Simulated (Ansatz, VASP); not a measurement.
# HfSnSe4 in VASP and in Ansatz

```
Hf Sn Se
1.0
     5.07056    0.00000    0.00000
    -2.53528    4.39124    0.00000
     0.00000    0.00000    5.80000
Hf Sn Se
1 1 4
Direct
  0.00000 0.00000 0.00000
  0.00000 0.00000 0.50000
  0.33333 0.66667 0.76730
  0.33333 0.66667 0.23270
  0.66667 0.33333 0.76730
  0.66667 0.33333 0.23270
```

Change from the starting cell: species swapped into the TiVB4 type (P6/mmm, No. 191).

Alike in both runs: functional PBE; k mesh 6 × 6 × 2; occupations gaussian, width 0.1 eV; no spin polarisation.

Ansatz relaxed the structure, and its values are those at the end. VASP's run is a single point on that final structure, the one shown.

```csv
,VASP,Ansatz
version,VASP 6.6.1,Ansatz 0.2.0
potentials or method,"VASP PAW PBE potentials, release 64 (Hf_pv, Sn_d, Se)","scalar-relativistic, plane waves, PAW"
plane-wave cutoff (eV),520,420
valence electrons in the cell,48,104
```

|  | VASP | Ansatz | Ansatz less VASP |
| --- | --- | --- | --- |
| gap on the k mesh at the Fermi level (eV) | none | none | - |
| pressure (GPa) | -0.1 | 0.1 | +0.16 |

A gap of «none» marks a metal or a gap that the smearing closes. The functional is the same, so the differences come from potentials, cutoffs and numerics. The two sets of potentials don't hold the same shells in valence.

Caveats: the k mesh is coarse (spacing up to 0.54 Å⁻¹), so the values aren't converged. Spin-orbit coupling is left out, which matters for the levels of Hf.
